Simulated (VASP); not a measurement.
A run of VASP 6.6.1 is set up as follows.

The input INCAR:

```
PREC = Accurate ; ENCUT = 450
EDIFF = 1E-5 ; ISMEAR = 0
SIGMA = 0.03 ; LREAL = Auto
LASPH = True ; NELM = 120
ALGO = Normal ; ISIF = 2
LWAVE = False ; LCHARG = False
ISPIN = 2 ; MAGMOM = 0 0 0 0 0 0 0 0 0 0 0 0 0 0 0 0 0 0 0 0 0 0 0 0 0 0 0 0 0 0 0 0
LORBIT = 11 ; NUPDOWN = 0
LMAXMIX = 4 ; GGA = PS
ISYM = 0 ; KPAR = 4
```

KPOINTS

```
Automatic mesh
0
Gamma
  3 3 2
```

The input POSCAR:

```
Al15CoN16                               
1.0
    6.2200008610      0.0000000000      0.0000000000
   -3.1100004305      5.3866787572      0.0000000000
    0.0000000000      0.0000000000      9.9600000000
  Co              Al              N             
     1    15    16
Direct
     0.3341517704270011    0.1675337091565167    0.9986268575881685
     0.3333084205418342    0.1669409530537067    0.5008806357173993
     0.3379363147255389    0.6693135799170372    0.0024218680270976
     0.3339510972662337    0.6672380686215328    0.5003196588738066
     0.8339641960547760    0.1667853494807151    0.0019484193520286
     0.8339330870549705    0.1673855103684704    0.5003312334834322
     0.8342314921492290    0.6683784441478363    0.0017895668474089
     0.8342520243798512    0.6671848218070588    0.5001564605361865
     0.1648748101367810    0.3340946711668045    0.2496547545218947
     0.1686994961582306    0.3349962916813758    0.7516404109015153
     0.1653376916738098    0.8314039225744122    0.2493641839637951
     0.1685412995839319    0.8349688506858706    0.7515779124570001
     0.6649173311513612    0.3330972424968844    0.2489071407626827
     0.6687183504741792    0.3347287670578568    0.7509344471382082
     0.6671729768200897    0.8339379434412779    0.2516722080886704
     0.6680690483235984    0.8345314823067134    0.7506633865152035
     0.3277874094302373    0.1642741506264317    0.1902472888702413
     0.3346878730759592    0.1679867412414150    0.6920537909661256
     0.3347035766419281    0.6674185241787787    0.1926567685859928
     0.3345814263270291    0.6680694082177884    0.6914421200053485
     0.8317354611161482    0.1666423547430849    0.1923599254042243
     0.8352970110464106    0.1678571964727196    0.6913888731629833
     0.8320939939190466    0.6662934967801724    0.1922666274869010
     0.8352132861333771    0.6681279868546343    0.6912178275518631
     0.1672672189404861    0.3336686468383359    0.4409577166814423
     0.1670038057008919    0.3386334583756991    0.9435241307608662
     0.1676393802437668    0.8342918830474004    0.4406750349526277
     0.1672322010233522    0.8292054602514415    0.9432608251694683
     0.6656548040765845    0.3331267747808290    0.4404918619409739
     0.6756944291200940    0.3383775572267105    0.9404437720353233
     0.6674764723178163    0.8339956720128683    0.4421431643083005
     0.6693722439654421    0.8350950803876006    0.9415631273428269
```

Potentials or basis: VASP PAW PBE potentials, release 64 (Co, Al, N).

Launch:

```console
$ cat potpaw_PBE.64/Co/POTCAR potpaw_PBE.64/Al/POTCAR potpaw_PBE.64/N/POTCAR > POTCAR
$ mpirun -np 4 vasp_std > vasp.out
```

Task: Predict the largest force.

Result: 0.443 eV/Å.

Forces in eV/Å, atoms in the order of the input:
```
Co   0.091  0.049 -0.078
Al   0.017  0.014 -0.038
Al   0.115  0.065  0.153
Al   0.021  0.016 -0.005
Al   0.040 -0.127  0.112
Al  -0.035 -0.005 -0.009
Al  -0.085  0.082  0.126
Al  -0.036 -0.023  0.000
Al  -0.015  0.036 -0.060
Al  -0.076  0.007 -0.014
Al   0.007 -0.022 -0.035
Al  -0.023 -0.074 -0.025
Al  -0.068 -0.057  0.003
Al   0.014  0.017 -0.203
Al  -0.023 -0.006 -0.007
Al   0.031  0.003 -0.017
N    0.349  0.200  0.000
N    0.023  0.006  0.039
N   -0.035 -0.009  0.003
N    0.042  0.001 -0.003
N   -0.007  0.004 -0.036
N   -0.009 -0.001 -0.007
N    0.001 -0.020 -0.040
N   -0.015  0.009  0.008
N    0.004 -0.010  0.012
N   -0.033 -0.072 -0.165
N   -0.021  0.008  0.030
N   -0.087  0.013 -0.124
N    0.025  0.019  0.056
N   -0.205 -0.121  0.374
N    0.005 -0.002 -0.004
N   -0.015  0.001 -0.046
```

Caveat: the k mesh is coarse (spacing up to 0.39 Å⁻¹), so the values aren't converged; the PAW data sets were made with another functional, which shifts forces and pressure a little; the total moment is fixed, so each spin has its own Fermi level.
